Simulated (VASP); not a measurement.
An input for Quantum ESPRESSO's pw.x (written as the equivalent of a VASP run, and not itself run):

```
&CONTROL
  calculation = 'vc-relax'
  pseudo_dir = './pseudo'
  outdir = './out'
  tprnfor = .true.
  tstress = .true.
  nstep = 30
  forc_conv_thr = 0.00039
/
&SYSTEM
  ibrav = 0
  nat = 2
  ntyp = 1
  ecutwfc = 84
  occupations = 'smearing'
  smearing = 'methfessel-paxton'
  degauss = 0.00735
  input_dft = 'pbe'
/
&ELECTRONS
  conv_thr = 7.3e-09
  electron_maxstep = 100
/
&IONS
/
&CELL
  cell_dofree = 'shape'
/
ATOMIC_SPECIES
  Zn 65.380 Zn.upf
CELL_PARAMETERS angstrom
     1.3254779   -2.2957956    0.0000000
     1.3254779    2.2957956    0.0000000
     0.0000000    0.0000000    4.8173669
ATOMIC_POSITIONS crystal
  Zn   0.3333330  0.6666670  0.2500000
  Zn   0.6666670  0.3333330  0.7500000
K_POINTS automatic
  16 16 8 0 0 0
```

Problem. Translate this input to VASP (INCAR, KPOINTS, POSCAR, choice of POTCAR).

Solution. One answer among several that fit: 
### INCAR
```
SYSTEM = Zn
PREC = Accurate; ENCUT = 520; LREAL = .False.
LASPH = .True.
EDIFF = 1E-7; NELM = 100; ALGO = Normal
LMAXMIX = 4
ISMEAR = 1; SIGMA = 0.1
GGA = PE
IBRION = 2; NSW = 30; ISIF = 4
EDIFFG = -0.01
LWAVE = .False.; LCHARG = .False.
```

**POSCAR**
```
Zn
1
    1.3254779354    -2.2957955586     0.0000000000
    1.3254779354     2.2957955586     0.0000000000
    0.0000000000     0.0000000000     4.8173668999
Zn
2
Direct
  0.3333330000   0.6666670000   0.2500000000
  0.6666670000   0.3333330000   0.7500000000
```

### KPOINTS
```
Automatic mesh
0
Gamma
16 16 8
0 0 0
```

POTCAR, in this order: Zn (PBE.64 set). Program: vasp_std.

The two are equivalent in intent, not identical: the potentials are each code's own (VASP's PAW set, PseudoDojo norm-conserving files in pw.x), so ENCUT and ecutwfc are chosen apart and not converted; conv_thr bounds pw.x's estimated SCF error, while EDIFF bounds the energy change between steps; forc_conv_thr acts on force components and is met together with etot_conv_thr.

The compound is Zn in the hcp structure. This cell is one point of a volume scan, at 0.97 of the reference volume. Symmetry was kept, so distortions that lower it aren't found.
